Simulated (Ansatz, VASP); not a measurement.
## Sc5W: VASP beside Ansatz

Contents of INCAR:

```
PREC = Accurate ; ENCUT = 600
EDIFF = 1E-6 ; ISMEAR = 0
SIGMA = 0.1 ; LREAL = False
LASPH = True ; NELM = 80
ALGO = Fast ; ISIF = 3
LWAVE = False ; LCHARG = False
GGA = PE ; IBRION = 2
NSW = 90 ; EDIFFG = -0.04
```

Contents of KPOINTS:

```
Automatic mesh
0
Gamma
  4 4 4
```

File POSCAR:

```
Sc5W
1.0
    0.0000000000      3.7474605600      3.7474605600
    3.7474605600      0.0000000000      3.7474605600
    3.7474605600      3.7474605600      0.0000000000
Sc W
5 1
Direct
    0.1321095800      0.1321095800      0.1321095800
    0.1321095800      0.1321095800      0.6036712700
    0.1321095800      0.6036712700      0.1321095800
    0.6036712700      0.1321095800      0.1321095800
    0.5000000000      0.5000000000      0.5000000000
    0.7500000000      0.7500000000      0.7500000000
```

Input for Ansatz:

```yaml
crystal:
  lattice:
    - [0.0, 3.74746056, 3.74746056]
    - [3.74746056, 0.0, 3.74746056]
    - [3.74746056, 3.74746056, 0.0]
  atoms:
    - { symbol: Sc, position: [0.13210958, 0.13210958, 0.13210958] }
    - { symbol: Sc, position: [0.13210958, 0.13210958, 0.60367127] }
    - { symbol: Sc, position: [0.13210958, 0.60367127, 0.13210958] }
    - { symbol: Sc, position: [0.60367127, 0.13210958, 0.13210958] }
    - { symbol: Sc, position: [0.5, 0.5, 0.5] }
    - { symbol: W, position: [0.75, 0.75, 0.75] }
basis:
  ecutwfc: 420
kpoints:
  mp_grid: { grid: [4, 4, 4] }
hamiltonian:
  xc: pbe
scf:
  occupations: { method: gaussian, width: 0.1 }
  lower_state_search: "off"
output:
  forces: true
  stress: true
  eigenvalues: true
relax:
  adjacent_minimum: "off"
  f_tol: 0.04
  max_steps: 70
  cell: { stress_tol: 0.4 }
```

Alike in both runs: task relaxation of cell and atoms; functional PBE; k mesh 4 × 4 × 4; occupations gaussian, width 0.1 eV; no spin polarisation.

|  | VASP | Ansatz |
| --- | --- | --- |
| version | VASP 6.6.1 | Ansatz 0.2.0 |
| potentials or method | VASP PAW PBE potentials, release 64 (Sc_sv, W_sv) | scalar-relativistic, plane waves, PAW |
| plane-wave cutoff (eV) | 600 | 420 |
| valence electrons in the cell | 69 | 69 |

```tsv
	VASP	Ansatz	Ansatz less VASP
gap on the k mesh at the Fermi level, each at its own relaxed structure (eV)	none	none	-
relaxed volume (Å³/atom)	22.08	22.03	-0.046
relaxed cell length with the largest relative difference (Å)	5.722	5.718	-0.0040
energy change over the relaxation (meV/atom)	-372	-363	+8.6
```

A gap of «none» marks a metal or a gap that the smearing closes.

Caveats: the k mesh is coarse (spacing up to 0.36 Å⁻¹), so the values aren't converged; the volume moved by over 15 % at a fixed basis, so the end points are rough (VASP). The runs have no spin-orbit coupling, so splittings on W are missing.
